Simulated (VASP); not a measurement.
Given:

```yaml
crystal:
  lattice:
    - [3.46374, 0.00000, 0.00000]
    - [0.00000, 3.46374, 0.00000]
    - [0.00000, 0.00000, 3.46374]
  atoms:
    - { symbol: Si, position: [0.00000, 0.00000, 0.00000] }
    - { symbol: Ni, position: [0.00000, 0.50000, 0.50000] }
    - { symbol: Ni, position: [0.50000, 0.00000, 0.50000] }
    - { symbol: Ni, position: [0.50000, 0.50000, 0.00000] }
```

Calculation: PBE GGA, VASP's PBE PAW potentials (set 64) (plane waves; VASP). Run with 300 eV cut-off, 13×13×13 Γ-centred mesh, Fermi-Dirac smearing of 0.050 eV, potentials Si Ni.

At this cut-off the stress carries a Pulay error, which pulls relaxed volumes low.

### Question
Predict the energy per atom (σ→0), pressure, band gap (on the k-mesh) with the smallest direct gap where there is one.

### Answer

```
Quantity                                                     Value
------------------------  ----------------------------------------
band gap (on the k-mesh)  none (metal, semimetal or under 0.01 eV)
energy per atom (σ→0)                               -5.915 eV/atom
pressure                                                 82.1 kbar
```

Only differences to runs with the same potentials and settings are physical.

The structure comes from a computed database's SiNi3 entry (Pm-3m); how it stands against other phases isn't given here. The cell was not relaxed at this level. The run is not spin-polarised, so no magnetic state was tried.
